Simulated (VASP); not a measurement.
Given:

```
CELL_PARAMETERS angstrom
      2.10079    -3.63868     0.00000
      2.10079     3.63868     0.00000
      0.00000     0.00000     5.16435
ATOMIC_POSITIONS crystal
  Se 0.00000 0.24099 0.66667
  Se 0.75901 0.75901 0.00000
  Se 0.24099 0.00000 0.33333
```

The numbers are results of optB88-vdW, VASP's PBE PAW potentials (set 64) (plane waves; VASP), not measurements. Settings: 520 eV cut-off, Gaussian smearing of 0.050 eV, potentials Se.

Give the energies of bands 4 to 12 at the high-symmetry points, in eV from the valence-band maximum.

```
band      Γ      M      K      A      L      H
----  -----  -----  -----  -----  -----  -----
4     -3.46  -5.05  -4.82  -4.43  -5.81  -5.50
5     -3.43  -4.60  -4.82  -3.00  -4.14  -4.98
6     -3.43  -3.45  -2.91  -3.00  -4.01  -4.98
7     -1.75  -3.14  -2.91  -1.31  -2.10  -1.03
8     -1.75  -1.45  -2.75  -1.31  -1.63  -0.08
9     -0.43  -0.94  -2.00  -1.23  -0.06  -0.08
10     1.47   1.54   3.00   1.02   1.34   0.57
11     1.47   1.83   3.00   1.02   2.50   2.29
12     2.02   3.93   3.51   1.02   2.77   2.29
```

The gap is indirect, 0.57 eV, from the valence maximum at L-H at 0.67 to the conduction minimum at H.

The compound is Se in the trig structure. It was relaxed first.
